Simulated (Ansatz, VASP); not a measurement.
# Y2ScGa2Ag: VASP beside Ansatz, part 2 of 2

Wanted: the spread between two codes on one cell, functional and k mesh. The cell is invented: Sites of the Y2Ga3Ag structure (space group 156) filled with other elements, volume scaled by an estimate. It may not be a known or stable phase.

VASP 6.6.1 and Ansatz 0.2.0.

So far: Starting point; VASP: relaxation of cell and atoms, PBE.

## 3. Ansatz: relaxation of cell and atoms, PBE

Level of this step: Ansatz beside VASP: Kohn-Sham DFT, plane waves, PBE (Ansatz).

Ansatz runs on its default PAW (the set named soft_2) files.

The same cell, functional, mesh and smearing now go to Ansatz, which takes its cutoff from its data sets.

Input file input.yaml:

```yaml
crystal:
  lattice:
    - [4.543539, 0.0, 0.0]
    - [-2.27177, 3.93482, 0.0]
    - [0.0, 0.0, 7.406062]
  atoms:
    - { symbol: Ag, position: [0.0, 0.0, 0.03058736] }
    - { symbol: "Y", position: [0.66666667, 0.33333333, 0.23992822] }
    - { symbol: "Y", position: [0.66666667, 0.33333333, 0.75811294] }
    - { symbol: Ga, position: [0.33333333, 0.66666667, 0.96938779] }
    - { symbol: Ga, position: [0.33333333, 0.66666667, 0.54753261] }
    - { symbol: Sc, position: [0.0, 0.0, 0.45445007] }
hamiltonian:
  xc: pbe
  pseudopotentials: { kind: paw }
kpoints:
  mp_grid: { grid: [6, 6, 3] }
scf:
  occupations: { method: fermi_dirac, width: 0.05 }
relax:
  f_tol: 0.01
  max_steps: 60
  cell: { stress_tol: 0.05 }
output:
  forces: true
  stress: true
```

Started as:

```console
> ansatz run input.yaml --threads 4 --pin off --max-ram 9216MiB --backend cpu --events-out ev --progress --plain --runs-dir out
```

Numbers of over 12 decimals in the logs are rounded to 6 here.

The log of the run:

```text
Engine: ansatz 0.2.0, aarch64-unknown-linux-gnu
Pseudopotentials: kind: paw
Pseudopotential: Ag, paw, valence charge 19, recommended cutoff 420 eV (normal), Ag.paw.azcp
Pseudopotential: Y, paw, valence charge 11, recommended cutoff 420 eV (normal), Y.paw.azcp
Pseudopotential: Ga, paw, valence charge 13, recommended cutoff 420 eV (normal), Ga.paw.azcp
Pseudopotential: Sc, paw, valence charge 11, recommended cutoff 420 eV (normal), Sc.paw.azcp
Functional definition: PBE
  parameter kappa = 0.804
  parameter beta = 0.066725
  exchange = pbe_x(kappa = kappa, mu = beta*pi^2/3)
  correlation = pbe_c(beta = beta)
Crystal: 6 atoms, lattice volume = 132.406 Å³
Basis set: ecut = 420 eV, 2587 PW (Γ), exchange–correlation on 64×64×100 points (8 copies of the dense FFT grid, shifted against one another)
Bands: 47, of which v1, the nominal top of the filled ones, is band 39 counted from 1 (38 counted from 0)
Symmetry: 6 space group operations
Space group: P3m1 (ITA 156), of the structure as read, at distance tolerance 5.1e-5 Å
k-points: 17 of 108 (time reversal used)
Non-local potential: Ag, projectors of the file, l = 0: 3, l = 1: 2, l = 2: 2, l = 3: 1
Non-local potential: Y, projectors of the file, l = 0: 3, l = 1: 2, l = 2: 2, l = 3: 1
Non-local potential: Ga, projectors of the file, l = 0: 2, l = 1: 2, l = 2: 3, l = 3: 1
Non-local potential: Sc, projectors of the file, l = 0: 3, l = 1: 2, l = 2: 3, l = 3: 1
PAW form: soft (Blöchl's): semilocal exchange-correlation on the pseudo side does not see the compensation charge
PAW one-centre angular grid: Ag, 590 points (default); XC on 64 Gauss nodes
PAW one-centre angular grid: Y, 590 points (default); XC on 64 Gauss nodes
PAW one-centre angular grid: Ga, 590 points (default); XC on 64 Gauss nodes
PAW one-centre angular grid: Sc, 590 points (default); XC on 64 Gauss nodes
Initial density: superposition of atomic densities (neutral atoms: chi_scale 0, normalization atom), corrected by the library's trained network
Initial wavefunctions: pseudopotential atomic-orbital guess
Functional: x = pbe(κ = 0.804, μ = 0.219515), c = pbe(β = 0.066725)
SCF iter   1: F=—  HF=-24992.018766 eV  |F-HF|=—  |Δ(HF+E_count)|=         —  Δρ=5.47e-3  dr2=1.49e-1  ethr=1.77e-3  ⟨swp⟩=6.2  Hψ=2720  notcnv=0
preconditioner: auto → Kerker (q_TF=auto, 2.498 Å⁻¹)  [metal: Δε(μ)=0.052 eV  Ē_g=12.882 eV  σ=0.050 eV  W_gap=0.25  n_scr=34 (ndim 8)  ℏωp=24.6 eV  f_vac=0.000  D(μ)=2.81/eV (n_scr^D=22)]
SCF iter   2: F=—  HF=-24992.004682 eV  |F-HF|=—  |Δ(HF+E_count)|=   1.41e-2  Δρ=2.52e-3  dr2=3.33e-2  ethr=1.91e-4  ⟨swp⟩=2.2  Hψ=1058  notcnv=0  defer=9
SCF iter   3: F=—  HF=-24992.000827 eV  |F-HF|=—  |Δ(HF+E_count)|=   3.85e-3  Δρ=1.40e-3  dr2=9.01e-3  ethr=4.26e-5  ⟨swp⟩=1.9  Hψ=817  notcnv=0  defer=9
SCF iter   4: F=—  HF=-24991.999236 eV  |F-HF|=—  |Δ(HF+E_count)|=   1.59e-3  Δρ=5.45e-4  dr2=6.24e-4  ethr=1.16e-5  ⟨swp⟩=2.0  Hψ=1287  notcnv=0  defer=9
SCF iter   5: F=—  HF=-24991.999008 eV  |F-HF|=—  |Δ(HF+E_count)|=   2.28e-4  Δρ=2.22e-4  dr2=1.10e-4  ethr=8.01e-7  ⟨swp⟩=2.0  Hψ=1181  notcnv=0  defer=9
SCF iter   6: F=—  HF=-24991.998961 eV  |F-HF|=—  |Δ(HF+E_count)|=   4.68e-5  Δρ=9.90e-5  dr2=2.16e-5  ethr=1.42e-7  ⟨swp⟩=2.0  Hψ=1184  notcnv=0  defer=9
SCF iter   7: F=—  HF=-24991.998974 eV  |F-HF|=—  |Δ(HF+E_count)|=   1.27e-5  Δρ=3.07e-5  dr2=2.48e-6  ethr=2.76e-8  ⟨swp⟩=2.0  Hψ=1188  notcnv=0  defer=9
SCF iter   8: F=—  HF=-24991.998974 eV  |F-HF|=—  |Δ(HF+E_count)|=   1.79e-7  Δρ=1.07e-5  dr2=1.82e-7  ethr=3.18e-9  ⟨swp⟩=2.0  Hψ=1100  notcnv=0  defer=9
SCF iter   9: F=-24991.998974 eV  HF=-24991.998974 eV  |F-HF|=7.47e-8  |Δ(HF+E_count)|=   3.51e-8  Δρ=5.06e-6  dr2=3.32e-8  ethr=1.28e-10  ⟨swp⟩=4.0  Hψ=2528  notcnv=0
SCF 1 converged in 9 iterations: F = -24991.998974 eV  dr2 = 3.32e-8
  greatest PAW one-centre occupation: 1.001 electrons in one spin orbital (limit 2), on the Ag atom at site 0 (counted from 0), in its partial waves of l = 0
relax step   1: F+E_penalty+E_count = -24991.99897386 eV  Δ(F+E_penalty+E_count) = +0.000e0 eV  max|allowed force component| = 8.901e-1 eV/Å  Δτ_max = 0.0000 Å  P = +2.703 GPa  Ω = 132.406 Å³  (9 SCF iters, dr2 threshold 1.00e-7 eV, accepted)
[... from here on, the SCF cycles and remarks between the steps are left out ...]
relax step   2: F+E_penalty+E_count = -24992.25955159 eV  Δ(F+E_penalty+E_count) = -2.606e-1 eV  max|allowed force component| = 4.149e-1 eV/Å  Δτ_max = 0.1965 Å  P = -0.465 GPa  Ω = 138.115 Å³  energy of the carried Pulay correction = -9.711e-4 eV  (8 SCF iters, dr2 threshold 6.00e-7 eV, accepted)
relax step   3: F+E_penalty+E_count = -24992.33194994 eV  Δ(F+E_penalty+E_count) = -7.240e-2 eV  max|allowed force component| = 2.293e-1 eV/Å  Δτ_max = 0.0733 Å  P = -0.465 GPa  Ω = 136.697 Å³  energy of the carried Pulay correction = -7.338e-4 eV  (8 SCF iters, dr2 threshold 6.00e-7 eV, accepted)
relax step   4: F+E_penalty+E_count = -24992.35924620 eV  Δ(F+E_penalty+E_count) = -2.730e-2 eV  max|allowed force component| = 9.477e-2 eV/Å  Δτ_max = 0.1569 Å  P = +0.456 GPa  Ω = 133.880 Å³  energy of the carried Pulay correction = -2.547e-4 eV  (9 SCF iters, dr2 threshold 6.00e-7 eV, accepted)
relax step   5: F+E_penalty+E_count = -24992.36848774 eV  Δ(F+E_penalty+E_count) = -9.242e-3 eV  max|allowed force component| = 9.488e-2 eV/Å  Δτ_max = 0.0180 Å  P = -0.059 GPa  Ω = 135.299 Å³  energy of the carried Pulay correction = -4.974e-4 eV  (7 SCF iters, dr2 threshold 6.00e-7 eV, accepted)
relax step   6: F+E_penalty+E_count = -24992.37153047 eV  Δ(F+E_penalty+E_count) = -3.043e-3 eV  max|allowed force component| = 3.968e-2 eV/Å  Δτ_max = 0.0911 Å  P = +0.052 GPa  Ω = 135.118 Å³  energy of the carried Pulay correction = -4.665e-4 eV  (8 SCF iters, dr2 threshold 5.63e-7 eV, accepted)
relax step   7: F+E_penalty+E_count = -24992.37181809 eV  Δ(F+E_penalty+E_count) = -2.876e-4 eV  max|allowed force component| = 3.100e-3 eV/Å  Δτ_max = 0.0202 Å  P = -0.012 GPa  Ω = 135.213 Å³  energy of the carried Pulay correction = -4.827e-4 eV  (7 SCF iters, dr2 threshold 9.84e-8 eV, accepted)
relax step   8: F+E_penalty+E_count = -24992.37211892 eV  Δ(F+E_penalty+E_count) = -3.008e-4 eV  max|allowed force component| = 3.123e-3 eV/Å  Δτ_max = 0.0000 Å  P = -0.015 GPa  Ω = 135.213 Å³  stress off target by 1.79e-2 GPa  SCF on the basis re-selected at this cell (its energy is not comparable with the rows above)  (7 SCF iters)
basis re-selected at this cell: Δ(F+E_penalty+E_count) = -3.008e-4 eV, ΔP = -0.003 GPa vs the last step (what re-selecting the basis moved, of the pressure what is left beyond the Pulay correction that the steps carried, after the strain that the cell walked since its last selection, with what the two solves' SCF thresholds leave and, on support functions, any second-order correction that the steps lacked; it is no measure of the basis error at this ecutwfc). The dense FFT grid was sized anew with the basis: this SCF ran on 32×32×48 points, the steps before it on 32×32×50, so part of this shift can come from that change (see relax.cell in the input reference). [rest of the remark cut]
SCF converged after 7 iterations
Free energy (F): -24992.372119 eV
Harris-Foulkes:  -24992.372119 eV  (|F-HF|=3.64e-12)
Internal energy: -24992.353291 eV  (E = F + TS)
E sigma→0 (E₀):  -24992.362705 eV
Entropy (-TS):   -0.018828 eV (-3.138 meV/atom)
Fermi energy:    11.270114 eV
--- Per-component energies (eV) ---
  E_band       = -736.368847
  E_kinetic    = 1629.056412
  E_local      = -8825.151379  (includes V_loc(G=0)·N_el)
  E_nonlocal   = 1104.257809
  E_hartree    = 3840.139783
  E_xc         = -776.549698
  E_vxc        = -881.372893  (∫ρ·V_xc dr)
  E_paw        = -14478.022717  (= ΣΔE_a)
  E_vpaw       = -1443.438408  (= ΣTr[D̂ρ^β])
  E_aug_tail   = 0.000067  (compensation charges beyond the density's cutoff)
  E_ewald      = -7486.083569
  E_smearing   = -0.018828  (= −TS)
  E_closure    = 0.000000  (closes the sum)
  Σ components = -24992.372119   (vs F -24992.372119, Δ=0.00e0)
--- Forces (eV/Å), atoms counted from 1 ---
  atom   1  Ag    -0.00000000    -0.00000000    -0.00072144
  atom   2  Y      0.00000000     0.00000000    -0.00312289
  atom   3  Y      0.00000000     0.00000000     0.00265997
  atom   4  Ga     0.00000000     0.00000000     0.00211992
  atom   5  Ga     0.00000000     0.00000000    -0.00066277
  atom   6  Sc    -0.00000000    -0.00000000    -0.00027307
  max |Σ_I F_I| component: 2.83e-7 eV/Å
--- Stress (GPa, compression-positive) ---
       -0.017867       0.000000       0.000000
        0.000000      -0.017867      -0.000000
        0.000000      -0.000000      -0.007922
  P = ⅓ Tr σ = -0.0146 GPa (-0.146 kbar)
--- Relaxed structure (7 steps of the walk, 7 accepted, 1 SCFs on fresh bases) ---
  F+E_penalty+E_count = -24992.37211892 eV   max|allowed force component| = 3.123e-3 eV/Å   (the final SCF, on the basis selected at the relaxed cell)
  cell:  # Å, volume = 135.2130 Å³
    - [4.713142, 2.994509189537878e-7, -2.293924035847539e-18]
    - [-2.356571, 4.081701, 4.587848071695049e-18]
    - [-3.739143854122454e-18, 6.476386181878464e-18, 7.028568]
  atoms:
    - { symbol: Ag, position: [0, 3.644942290773659e-18, 0.000375422] }
    - { symbol: Y, position: [0.666667, 0.333333, 0.238775] }
    - { symbol: Y, position: [0.666667, 0.333333, 0.761329] }
    - { symbol: Ga, position: [0.333333, 0.666667, 0.998906] }
    - { symbol: Ga, position: [0.333333, 0.666667, 0.500375] }
    - { symbol: Sc, position: [0, -5.524234241938895e-18, 0.500239] }
```

It took 21 s on 4 threads of Arm Neoverse V2, shared host; peak memory 0.51 GiB.

## 4. Side by side

Known differences besides the potentials themselves: both relaxations stop at a tolerance, which leaves soft axes loose, and VASP keeps its plane-wave basis; the data sets hold 78 valence electrons in Ansatz (default PAW (the set named soft_2) files) and 70 in VASP; the cutoff is 420 eV in Ansatz and 400 eV in VASP; VASP leaves aspherical gradient terms in its spheres out (LASPH is not set), Ansatz keeps them; Ansatz adds a Pulay correction to the stress that steers its cell, VASP none. Total energies have different zeros and are not compared.

Compared:

```csv
quantity,Ansatz,VASP,difference
volume (Å³),135.21,134.88,+0.25 %
"edge a after relaxation, in the typed setting (Å)",4.713,4.710,+0.06 %
"edge c after relaxation, in the typed setting (Å)",7.029,7.019,+0.14 %
```

The walks stopped with -0.01 GPa left in Ansatz and -0.07 GPa in VASP; each walk ends within a tolerance, so the volume difference is uncertain by about these residues over the bulk modulus, most in soft cells.

## 5. Outcome

```
difference in volume (relaxation of cell and atoms, PBE) : 0.25 %
```

In words: The difference in volume is 0.25 % (relaxation of cell and atoms, PBE), within the 1.2 % picked in this series as the mark of a large difference, as far as the stopping tolerances let one tell. How closely two codes agree says nothing of how well the functional describes the real material.

[Lines on the potential files, build, host, timing and source positions are cut from VASP's logs without a mark.]

[Logs are printed without paths, hosts, clocks, repeated set-up lines and the standing remarks that a program may print on its own settings, such as how far it seeks lower states.]

[Hosts, paths, dates, database ids (printed as entryN), source tags and the programs' standing remarks are cut or masked in the printed files.]
